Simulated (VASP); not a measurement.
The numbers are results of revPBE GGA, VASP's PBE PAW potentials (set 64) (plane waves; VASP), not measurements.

The input files of a VASP run:

File POSCAR:
```
InP
1
    0.0000000000     2.9993964536     2.9993964536
    2.9993964536     0.0000000000     2.9993964536
    2.9993964536     2.9993964536     0.0000000000
In P
1 1
Direct
  0.0000000000   0.0000000000   0.0000000000
  0.2500000000   0.2500000000   0.2500000000
```

### INCAR
```
ISMEAR = 0
LREAL = F
LORBIT = 11
ALGO = Normal   ! blocked Davidson
SYSTEM = InP
NELM = 100   ! most electronic steps
LASPH = T   ! aspherical one-centre terms
PREC = Accurate
ICHARG = 11
LCHARG = F
GGA = RE   ! revPBE
SIGMA = 0.05   ! width (eV)
ENCUT = 520   ! plane-wave cut-off (eV)
EDIFF = 1E-7   ! SCF stop (eV)
LWAVE = F
LMAXMIX = 4
```

**KPOINTS**
```
k-points along high-symmetry lines
15
Line-mode
Reciprocal
  0.000000   0.000000   0.000000 ! GAMMA
 -0.500000  -0.500000   0.000000 ! X

 -0.500000  -0.500000   0.000000 ! X
 -0.375000  -0.375000   0.250000 ! U

 -0.375000  -0.000000   0.375000 ! K
  0.000000   0.000000   0.000000 ! GAMMA

  0.000000   0.000000   0.000000 ! GAMMA
 -0.000000  -0.000000   0.500000 ! L

 -0.000000  -0.000000   0.500000 ! L
 -0.500000  -0.250000   0.250000 ! W

 -0.500000  -0.250000   0.250000 ! W
 -0.500000  -0.500000   0.000000 ! X
```

POTCAR, in this order: In_d P (PBE.64 set). Program: vasp_std. Read from the step before: CHGCAR.

Output

File OSZICAR:
```
       N       E                     dE             d eps       ncg     rms          rms(c)
DAV:   1     0.113279709430E+03    0.11328E+03   -0.87075E+03  2345   0.151E+03
DAV:   2     0.186309336701E+01   -0.11142E+03   -0.10813E+03  2475   0.329E+02
DAV:   3    -0.645650554110E+01   -0.83196E+01   -0.81650E+01  3060   0.910E+01
DAV:   4    -0.669349118345E+01   -0.23699E+00   -0.23678E+00  2776   0.170E+01
DAV:   5    -0.670398911241E+01   -0.10498E-01   -0.10497E-01  3478   0.321E+00
DAV:   6    -0.670425241787E+01   -0.26331E-03   -0.26330E-03  2952   0.433E-01
DAV:   7    -0.670425966067E+01   -0.72428E-05   -0.72427E-05  3541   0.756E-02
DAV:   8    -0.670425978217E+01   -0.12150E-06   -0.12147E-06  2895   0.942E-03
DAV:   9    -0.670425978407E+01   -0.18990E-08   -0.19221E-08  2015   0.158E-03
   1 F= -.67042598E+01 E0= -.67042598E+01  d E =-.369890E-10
```

### OUTCAR
```
 val. band max:        4.5310503168   @ k =   0.0000   0.0000   0.0000

 cond. band min:       4.9589520210   @ k =   0.0000   0.0000   0.0000



 k-point     1 :       0.0000    0.0000    0.0000
  band No.  band energies     occupation
      1      -9.5488      2.00000
      2      -9.5488      2.00000
      3      -9.5488      2.00000
      4      -9.4301      2.00000
      5      -9.4301      2.00000
      6      -6.5081      2.00000
      7       4.5311      2.00000
      8       4.5311      2.00000
      9       4.5311      2.00000
     10       4.9590      0.00000
     11       8.6509      0.00000
     12       8.6509      0.00000
     13       8.6509      0.00000

 k-point     2 :      -0.0357   -0.0357    0.0000
  band No.  band energies     occupation
      1      -9.5509      2.00000
      2      -9.5478      2.00000
      3      -9.5478      2.00000
      4      -9.4304      2.00000
      5      -9.4297      2.00000
      6      -6.4906      2.00000
      7       4.1919      2.00000
      8       4.4874      2.00000
      9       4.4874      2.00000
     10       5.2961      0.00000
     11       8.5902      0.00000
     12       8.7118      0.00000
     13       8.7118      0.00000

 k-point     3 :      -0.0714   -0.0714    0.0000
  band No.  band energies     occupation
      1      -9.5572      2.00000
      2      -9.5449      2.00000
      3      -9.5449      2.00000
      4      -9.4315      2.00000
      5      -9.4287      2.00000
      6      -6.4383      2.00000
      7       3.7046      2.00000
      8       4.3650      2.00000
      9       4.3650      2.00000
     10       5.7746      0.00000
     11       8.4253      0.00000
     12       8.8860      0.00000
     13       8.8860      0.00000

 k-point     4 :      -0.1071   -0.1071    0.0000
  band No.  band energies     occupation
      1      -9.5670      2.00000
      2      -9.5402      2.00000
      3      -9.5402      2.00000
      4      -9.4333      2.00000
...
```

The density is held fixed in this step, so its total energy and stress have no physical meaning. Unless said otherwise, spin-orbit coupling is left out, though it shifts the bands of the heavy elements here.

The compound is InP in the zinc blende structure. It was relaxed first, which changed the volume by +7 %.
